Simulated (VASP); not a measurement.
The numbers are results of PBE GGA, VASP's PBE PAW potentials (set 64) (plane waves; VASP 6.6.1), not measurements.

VASP input:

### POSCAR
```
PbTe
1
    0.0000000000     3.2832904818     3.2832904818
    3.2832904818     0.0000000000     3.2832904818
    3.2832904818     3.2832904818     0.0000000000
Te Pb
1 1
Direct
  0.5000000000   0.5000000000   0.5000000000
  0.0000000000   0.0000000000   0.0000000000
```

INCAR:
```
ALGO = Normal   # blocked Davidson
PREC = Accurate
LCHARG = F
LREAL = F   # projection in real space or not
ISMEAR = 0   # Gaussian
EDIFF = 1E-6
SYSTEM = PbTe
SIGMA = 0.05
GGA = PE
LWAVE = F
NELM = 100
LMAXMIX = 4   # l cut-off of mixed one-centre charges
ICHARG = 11
ENCUT = 520
LASPH = T   # aspherical one-centre terms
```

**KPOINTS**
```
k-points along high-symmetry lines
15
Line-mode
Reciprocal
  0.000000   0.000000   0.000000 ! GAMMA
  0.500000   0.000000   0.500000 ! X

  0.500000   0.000000   0.500000 ! X
  0.625000   0.250000   0.625000 ! U

  0.375000   0.375000   0.750000 ! K
  0.000000   0.000000   0.000000 ! GAMMA

  0.000000   0.000000   0.000000 ! GAMMA
  0.500000   0.500000   0.500000 ! L

  0.500000   0.500000   0.500000 ! L
  0.500000   0.250000   0.750000 ! W

  0.500000   0.250000   0.750000 ! W
  0.500000   0.000000   0.500000 ! X
```

POTCAR, in this order: Te Pb_d (PBE.64 set). Program: vasp_std. Read from the step before: CHGCAR.

Output of the run:

File OSZICAR:
```
       N       E                     dE             d eps       ncg     rms          rms(c)
DAV:   1     0.150596064267E+03    0.15060E+03   -0.92530E+03  2526   0.136E+03
DAV:   2     0.307094019827E+01   -0.14753E+03   -0.14460E+03  2646   0.333E+02
DAV:   3    -0.762497920286E+01   -0.10696E+02   -0.10425E+02  3426   0.970E+01
DAV:   4    -0.789355877547E+01   -0.26858E+00   -0.26849E+00  3004   0.189E+01
DAV:   5    -0.790363029319E+01   -0.10072E-01   -0.10071E-01  3630   0.319E+00
DAV:   6    -0.790406298462E+01   -0.43269E-03   -0.43269E-03  3360   0.549E-01
DAV:   7    -0.790406610387E+01   -0.31192E-05   -0.31193E-05  3672   0.515E-02
DAV:   8    -0.790406614081E+01   -0.36945E-07   -0.36919E-07  2198   0.681E-03
   1 F= -.79040661E+01 E0= -.79040661E+01  d E =-.106711E-12
```

### OUTCAR
```
 val. band max:        5.0099031438   @ k =   0.5000   0.5000   0.5000

 cond. band min:       5.8398011783   @ k =   0.5000   0.5000   0.5000



 k-point     1 :       0.0000    0.0000    0.0000
  band No.  band energies     occupation
      1     -11.6349      2.00000
      2     -11.6349      2.00000
      3     -11.6291      2.00000
      4     -11.6291      2.00000
      5     -11.6291      2.00000
      6      -6.6137      2.00000
      7      -0.6977      2.00000
      8       3.8502      2.00000
      9       3.8502      2.00000
     10       3.8502      2.00000
     11       9.0375      0.00000
     12       9.0375      0.00000
     13       9.0375      0.00000
     14      10.9219      0.00000

 k-point     2 :       0.0357    0.0000    0.0357
  band No.  band energies     occupation
      1     -11.6353      2.00000
      2     -11.6348      2.00000
      3     -11.6292      2.00000
      4     -11.6289      2.00000
      5     -11.6289      2.00000
      6      -6.6001      2.00000
      7      -0.7403      2.00000
      8       3.8286      2.00000
      9       3.8286      2.00000
     10       3.9244      2.00000
     11       8.8019      0.00000
     12       9.0366      0.00000
     13       9.0366      0.00000
     14      10.8203      0.00000

 k-point     3 :       0.0714    0.0000    0.0714
  band No.  band energies     occupation
      1     -11.6365      2.00000
      2     -11.6345      2.00000
      3     -11.6295      2.00000
      4     -11.6281      2.00000
      5     -11.6281      2.00000
      6      -6.5591      2.00000
      7      -0.8586      2.00000
      8       3.7660      2.00000
      9       3.7660      2.00000
     10       4.1311      2.00000
     11       8.2464      0.00000
     12       9.0403      0.00000
     13       9.0403      0.00000
     14      10.5822      0.00000

 k-point     4 :       0.1071    0.0000    0.1071
  band No.  band energies     occupation
      1     -11.6384      2.00000
...
```

The density is held fixed in this step, so its total energy and stress have no physical meaning. Unless said otherwise, spin-orbit coupling is left out, though it shifts the bands of the heavy elements here.

The compound is PbTe in the rock salt structure. It was relaxed first, which changed the volume by +5 %.
